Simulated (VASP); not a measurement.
# Si in VASP: a series of runs, part 2 of 3

VASP 6.6.1. Earlier steps stand in the parts before.

### 3 Work function, PBE

Input file INCAR:

```
PREC = Accurate
ENCUT = 520
EDIFF = 1E-6
ISMEAR = -1
SIGMA = 0.05
LREAL = F
LASPH = T
NELM = 60
ALGO = Fast
ISIF = 2
LWAVE = F
LCHARG = T
LDIPOL = T
IDIPOL = 3
DIPOL = 0.5 0.5 0.500
GGA = PE
LELF = T
LVHAR = T
LVACPOTAV = T
```

Input file KPOINTS:

```
regular mesh
0
Gamma
  6 6 1
```

Input file POSCAR:

```
Si
1.0
    3.8402545022      0.0000000000      0.0000000000
   -1.9201272511      3.3257579559      0.0000000000
    0.0000000000      0.0000000000     25.1905526806
Si
8
Direct
    0.3333333333      0.6666666667      0.2977306649
    0.0000000000      0.0000000000      0.3288490242
    0.0000000000      0.0000000000      0.4222041019
    0.6666666667      0.3333333333      0.4533224611
    0.6666666667      0.3333333333      0.5466775389
    0.3333333333      0.6666666667      0.5777958981
    0.3333333333      0.6666666667      0.6711509758
    0.0000000000      0.0000000000      0.7022693351
```

Potentials or basis: VASP PAW PBE potentials, release 64 (Si).

The run is started by

```console
> cat potpaw_PBE.64/Si/POTCAR > POTCAR
> mpirun -np 1 vasp_std > vasp.out
```

OUTCAR:

```text
PREC = Accurate
   ENCUT = 520
   EDIFF = 1E-6
   ISMEAR = -1
   LREAL = F
   LASPH = T
   NELM = 60
   ISIF = 2
   GGA = PE

 ion  position               nearest neighbor table
   1  0.333  0.667  0.298-   2 2.35   2 2.35   2 2.35
   2  0.000  0.000  0.329-   3 2.35   1 2.35   1 2.35   1 2.35
   3  0.000  0.000  0.422-   4 2.35   2 2.35   4 2.35   4 2.35
   4  0.667  0.333  0.453-   3 2.35   3 2.35   3 2.35   5 2.35
   5  0.667  0.333  0.547-   6 2.35   6 2.35   6 2.35   4 2.35
   6  0.333  0.667  0.578-   5 2.35   5 2.35   7 2.35   5 2.35
   7  0.333  0.667  0.671-   6 2.35   8 2.35   8 2.35   8 2.35
   8  0.000  0.000  0.702-   7 2.35   7 2.35   7 2.35

  LATTYP: Found a hexagonal cell.
 ALAT       =     3.8402545022
 C/A-ratio  =     6.5596050122

  Lattice vectors:

 A1 = (   3.8402545022,   0.0000000000,   0.0000000000)
 A2 = (  -1.9201272511,   3.3257579559,   0.0000000000)
 A3 = (   0.0000000000,   0.0000000000,  25.1905526806)

Analysis of symmetry for initial positions (statically):
=====================================================================
 Subroutine PRICEL returns:
 Original cell was already a primitive cell.

 Routine SETGRP: Setting up the symmetry group for a
 hexagonal supercell.

 Subroutine GETGRP returns: Found 12 space group operations
 (whereof  6 operations were pure point group operations)
 out of a pool of 24 trial point group operations.

The static configuration has the point symmetry C_3v.
 The point group associated with its full space group is D_3d.

Analysis of symmetry for dynamics (positions and initial velocities):
=====================================================================
 Subroutine PRICEL returns:
 Original cell was already a primitive cell.

 Routine SETGRP: Setting up the symmetry group for a
 hexagonal supercell.

 Subroutine GETGRP returns: Found 12 space group operations
[... 127 lines left out ...]
   LEPSILON=     F    determine dielectric tensor
   LRPA    =     F    only Hartree local field effects (RPA)
 non-spin polarized calculation
 RMM-DIIS sequential band-by-band and
  energy-cutoff  :      520.00
  volume of cell :      321.73
 maximum number of plane-waves:      8757
 NGX is ok and might be reduce to    30
   NGX = 15   NGY = 15   NGZ = 93

 dipolmoment           0.000000      0.000000     -0.000000 electrons x Angstroem

 number of electron      32.0000002 magnetization

 dipolmoment           0.000000      0.000000      0.000000 electrons x Angstroem

 Free energy of the ion-electron system (eV)
  ---------------------------------------------------
  ext. energy  EPLUGINS =         0.00000000
  ---------------------------------------------------
  free energy    TOTEN  =       -40.76384573 eV

  energy without entropy =      -40.70231462  energy(sigma->0) =      -40.73308017

 E-fermi :   0.4637     XC(G=0):  -5.2992

 val. band max:        0.4203689636   @ k =   0.1667  -0.0000   0.0000
 cond. band min:       0.4650023453   @ k =   0.3333   0.1667   0.0000
 fundamental gap:      0.0446333817
 Fermi energy:         0.4636529826

 k-point     1 :       0.0000    0.0000    0.0000
  band No.  band energies     occupation
      1     -11.3778      2.00000
      2     -10.7826      2.00000
      3      -9.9974      2.00000
      4      -9.3840      2.00000
      5      -5.8530      2.00000
      6      -4.2156      2.00000
[... 157 lines left out ...]
     20       3.0777      0.00000
     21       4.0812      0.00000

------------------------ aborting loop because EDIFF is reached ----------------------------------------

  FORCE on cell =-STRESS in cart. coord.  units (eV):
  Direction    XX          YY          ZZ          XY          YZ          ZX
  --------------------------------------------------------------------------------------
  -------------------------------------------------------------------------------------
  Total        1.1570195      1.1570195      1.1793177      0.0000000      0.0000000      0.0000000
  in kB        5.7618628      5.7618628      5.8729063      0.0000000      0.0000000      0.0000000
  external PRESSURE =       5.7988773 kB  Pullay stress =       0.0000000 kB

 VOLUME and BASIS-vectors are now :
 -----------------------------------------------------------------------------
  energy-cutoff  :      520.00
  volume of cell :      321.73
      direct lattice vectors                 reciprocal lattice vectors
     3.840254502  0.000000000  0.000000000     0.260399408  0.150341668  0.000000000
    -1.920127251  3.325757956  0.000000000     0.000000000  0.300683337  0.000000000
     0.000000000  0.000000000 25.190552681     0.000000000  0.000000000  0.039697422

 POSITION                                       TOTAL-FORCE (eV/Angst)
 -----------------------------------------------------------------------------------
     -0.00000      2.21717      7.50000        -0.000000     -0.000000      0.497783
      0.00000      0.00000      8.28389        -0.000000      0.000000     -0.790479
      0.00000      0.00000     10.63555         0.000000     -0.000000      0.237730
      1.92013      1.10859     11.41944        -0.000000     -0.000000     -0.163221
      1.92013      1.10859     13.77111         0.000000      0.000000      0.163221
     -0.00000      2.21717     14.55500        -0.000000      0.000000     -0.237730
     -0.00000      2.21717     16.90666         0.000000     -0.000000      0.790479
      0.00000      0.00000     17.69055         0.000000      0.000000     -0.497783
 -----------------------------------------------------------------------------------
    total drift:                                0.000000     -0.000000     -0.000000

  FREE ENERGIE OF THE ION-ELECTRON SYSTEM (eV)
  ---------------------------------------------------
  free  energy   TOTEN  =       -40.7638457326 eV

  energy  without entropy=      -40.7023146158  energy(sigma->0) =      -40.73308017

 vacuum level on the upper side and lower side of the slab         5.279         5.279
```

OSZICAR:

```text
N       E                     dE             d eps       ncg     rms          rms(c)
DAV:   1     0.148327348275E+03    0.14833E+03   -0.10943E+04   294   0.114E+03
DAV:   2    -0.300167768035E+02   -0.17834E+03   -0.17436E+03   437   0.190E+02
DAV:   3    -0.412166426966E+02   -0.11200E+02   -0.10981E+02   347   0.493E+01
[... 14 lines left out ...]
RMM:  18    -0.407638017895E+02   -0.32900E-04   -0.24265E-06   247   0.663E-03    0.253E-03
RMM:  19    -0.407638302927E+02   -0.28503E-04   -0.27195E-06   248   0.487E-03    0.106E-03
RMM:  20    -0.407638419273E+02   -0.11635E-04   -0.15184E-06   234   0.355E-03    0.627E-04
RMM:  21    -0.407638454179E+02   -0.34906E-05   -0.34073E-07   157   0.222E-03    0.265E-04
RMM:  22    -0.407638457326E+02   -0.31472E-06   -0.46701E-08   101   0.163E-03
   1 F= -.40763846E+02 E0= -.40733080E+02  d E =-.615311E-01
```

Run time: 57 s. Hardware: 1 thread of Intel Xeon 6975P-C (Granite Rapids), shared host; peak memory 0.39 GiB.

Results:

```yaml
Free_energy: -40.7638 eV
Largest_force: 0.790 eV/Å
Band_gap_on_the_k_mesh: none (metal or under the smearing width)
Work_function_of_the_upper_face: 4.82 eV
Work_function_of_the_lower_face: 4.82 eV
```

Forces in eV/Å, atoms in the order of the input:
```
Si   0.000  0.000  0.498
Si   0.000  0.000 -0.790
Si   0.000  0.000  0.238
Si   0.000  0.000 -0.163
Si   0.000  0.000  0.163
Si   0.000  0.000 -0.238
Si   0.000  0.000  0.790
Si   0.000  0.000 -0.498
```

Levels at points of the mesh, in eV from the Fermi level:
```tsv
k point	band 13	band 14	band 15	band 16	band 17	band 18	band 19	band 20
(0.00, 0.00, 0.00)	-0.29	-0.25	-0.06	-0.06	0.71	1.61	2.03	2.81
(0.50, 0.00, 0.00)	-2.27	-1.68	-1.33	-0.47	0.10	0.88	1.37	1.65
```

### 4 Work function, PBEsol

Edit INCAR of step 3 so:

```diff
@@ -15,3 +15,3 @@
 DIPOL = 0.5 0.5 0.500
-GGA = PE
+GGA = PS
 LELF = T
```

KPOINTS is that of step 3.

POSCAR is that of step 3.

Potentials or basis: VASP PAW PBE potentials, release 64 (Si).

The run is started by

```console
> cat potpaw_PBE.64/Si/POTCAR > POTCAR
> mpirun -np 1 vasp_std > vasp.out
```

OUTCAR:

```text
PREC = Accurate
   ENCUT = 520
   EDIFF = 1E-6
   ISMEAR = -1
   LREAL = F
   LASPH = T
   NELM = 60
   ISIF = 2
   GGA = PS

 ion  position               nearest neighbor table
   1  0.333  0.667  0.298-   2 2.35   2 2.35   2 2.35
   2  0.000  0.000  0.329-   3 2.35   1 2.35   1 2.35   1 2.35
   3  0.000  0.000  0.422-   4 2.35   2 2.35   4 2.35   4 2.35
   4  0.667  0.333  0.453-   3 2.35   3 2.35   3 2.35   5 2.35
   5  0.667  0.333  0.547-   6 2.35   6 2.35   6 2.35   4 2.35
   6  0.333  0.667  0.578-   5 2.35   5 2.35   7 2.35   5 2.35
[... 370 lines left out ...]
  Total       -0.5887850     -0.5887850     -0.1132022      0.0000000      0.0000000     -0.0000000
  in kB       -2.9321015     -2.9321015     -0.5637378      0.0000000      0.0000000     -0.0000000
  external PRESSURE =      -2.1426470 kB  Pullay stress =       0.0000000 kB

 VOLUME and BASIS-vectors are now :
 -----------------------------------------------------------------------------
  energy-cutoff  :      520.00
  volume of cell :      321.73
      direct lattice vectors                 reciprocal lattice vectors
     3.840254502  0.000000000  0.000000000     0.260399408  0.150341668  0.000000000
    -1.920127251  3.325757956  0.000000000     0.000000000  0.300683337  0.000000000
     0.000000000  0.000000000 25.190552681     0.000000000  0.000000000  0.039697422

 POSITION                                       TOTAL-FORCE (eV/Angst)
 -----------------------------------------------------------------------------------
     -0.00000      2.21717      7.50000         0.000000      0.000000      0.579630
      0.00000      0.00000      8.28389        -0.000000      0.000000     -0.734216
      0.00000      0.00000     10.63555         0.000000      0.000000      0.226899
      1.92013      1.10859     11.41944        -0.000000      0.000000     -0.154678
      1.92013      1.10859     13.77111         0.000000     -0.000000      0.154678
     -0.00000      2.21717     14.55500        -0.000000      0.000000     -0.226899
     -0.00000      2.21717     16.90666         0.000000     -0.000000      0.734216
      0.00000      0.00000     17.69055        -0.000000      0.000000     -0.579630
 -----------------------------------------------------------------------------------
    total drift:                                0.000000     -0.000000     -0.000000

  FREE ENERGIE OF THE ION-ELECTRON SYSTEM (eV)
  ---------------------------------------------------
  free  energy   TOTEN  =       -43.2109259547 eV

  energy  without entropy=      -43.1503287157  energy(sigma->0) =      -43.18062734

 vacuum level on the upper side and lower side of the slab         5.267         5.267
```

Run time: 62 s. Hardware: 1 thread of Intel Xeon 6975P-C (Granite Rapids), shared host; peak memory 0.39 GiB.

What came out:

| Property | Result |
| --- | --- |
| Free energy | -43.2109 eV |
| Largest force | 0.734 eV/Å |
| Band gap on the k mesh | none (metal or under the smearing width) |
| Work function of the upper face | 4.85 eV |
| Work function of the lower face | 4.85 eV |

Forces in eV/Å, atoms in the order of the input:
```
Si   0.000  0.000  0.580
Si   0.000  0.000 -0.734
Si   0.000  0.000  0.227
Si   0.000  0.000 -0.155
Si   0.000  0.000  0.155
Si   0.000  0.000 -0.227
Si   0.000  0.000  0.734
Si   0.000  0.000 -0.580
```

Caveat: the PAW data sets were made with another functional, which shifts forces and pressure a little.

(Continued in part 3 of 3.)
